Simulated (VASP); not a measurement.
Data:

```
Mg3Sn
1.0
    4.38136     0.00000     0.00000
    0.00000     4.38136     0.00000
    0.00000     0.00000     4.38136
Mg Sn
3 1
Direct
  0.50000   0.50000   0.00000
  0.00000   0.50000   0.50000
  0.50000   0.00000   0.50000
  0.00000   0.00000   0.00000
```

Calculation: LDA (Ceperley-Alder, Perdew-Zunger), VASP's LDA PAW potentials (set 64) (plane waves; VASP). Run with 400 eV cut-off, 6×6×6 Γ-centred mesh, first-order Methfessel-Paxton smearing of 0.10 eV, potentials Mg Sn_d.

Unless said otherwise, spin-orbit coupling is left out, though it shifts the bands of the heavy elements here.

Q: Predict the energy per atom (σ→0), band gap (on the k-mesh) with the smallest direct gap where there is one.

A: 
| Property | Value |
|---|---|
| band gap (on the k-mesh) | none (metal, semimetal or under 0.01 eV) |
| energy per atom (σ→0) | -2.679 eV/atom |

The structure comes from a computed database's Mg3Sn entry (Pm-3m); how it stands against other phases isn't given here. It was relaxed first. The start is the result of an earlier pass.
